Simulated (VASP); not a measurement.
Data:

```
CELL_PARAMETERS angstrom
      4.57600     0.00000     0.00000
      0.00000     4.57600     0.00000
      0.00000     0.00000     3.20235
ATOMIC_POSITIONS crystal
  Ir 0.00000 0.00000 0.00000
  Ir 0.50000 0.50000 0.50000
  O  0.30821 0.30821 0.00000
  O  0.80821 0.19179 0.50000
  O  0.19179 0.80821 0.50000
  O  0.69179 0.69179 0.00000
```

Level of theory: RPBE GGA, VASP's PBE PAW potentials (set 64) (plane waves; VASP). Settings: 520 eV cut-off, 8×8×11 Γ-centred mesh, tetrahedra with Blöchl corrections, potentials Ir O.

The cores are frozen, which limits the accuracy of field gradients.

Problem. Give the principal components of the electric field gradient (V/Å²) and the asymmetry η at each nucleus.

Solution. 
| atom | Vxx | Vyy | Vzz | η |
|---|---|---|---|---|
| Ir1 | 169.7 | 7.1 | -176.8 | 0.92 |
| Ir2 | 169.7 | 7.1 | -176.8 | 0.92 |
| O3 | 61.9 | 41.6 | -103.5 | 0.20 |
| O4 | 61.9 | 41.6 | -103.5 | 0.20 |
| O5 | 61.9 | 41.6 | -103.5 | 0.20 |
| O6 | 61.9 | 41.6 | -103.5 | 0.20 |

The compound is IrO2 in the rutile structure. It was relaxed first, which changed the volume by +5 %.
